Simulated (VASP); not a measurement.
Here is a VASP 6.6.1 calculation.

File INCAR:

```
  ALGO = Fast
  EDIFF = 1E-7
  ENCUT = 520
  GGA = PE
  ISIF = 2
  ISMEAR = 0
  LASPH = True
  LCHARG = True
  LELF = True
  LREAL = False
  LVHAR = True
  LWAVE = False
  NBANDS = 22
  NELM = 100
  PREC = Accurate
  SIGMA = 0.1
```

Contents of KPOINTS:

```
k-points
0
Gamma
  6 6 4
```

The input POSCAR:

```
La2Ir
1.0
    5.3012011508      0.0000000032      0.0000000000
   -2.6506005782      4.5909748656      0.0000000000
    0.0000000000      0.0000000000      3.0574448176
La Ir
2 1
Direct
    0.6666666667      0.3333333333      0.0000000000
    0.3333333333      0.6666666667      0.0000000000
    0.0000000000      0.0000000000      0.0000000000
```

Potentials or basis: VASP PAW PBE potentials, release 64 (La, Ir).

Run with:

```sh
$ cat potpaw_PBE.64/La/POTCAR potpaw_PBE.64/Ir/POTCAR > POTCAR
$ mpirun -np 1 vasp_std > vasp.out
```

What does it give for the pressure?

-0.1 GPa.

Estimate the band gap on the k mesh.

none (metal or under the smearing width).

Caveat: the k mesh is coarse (spacing up to 0.51 Å⁻¹), so the values aren't converged. The run has no spin-orbit coupling, so splittings on Ir, La are missing.
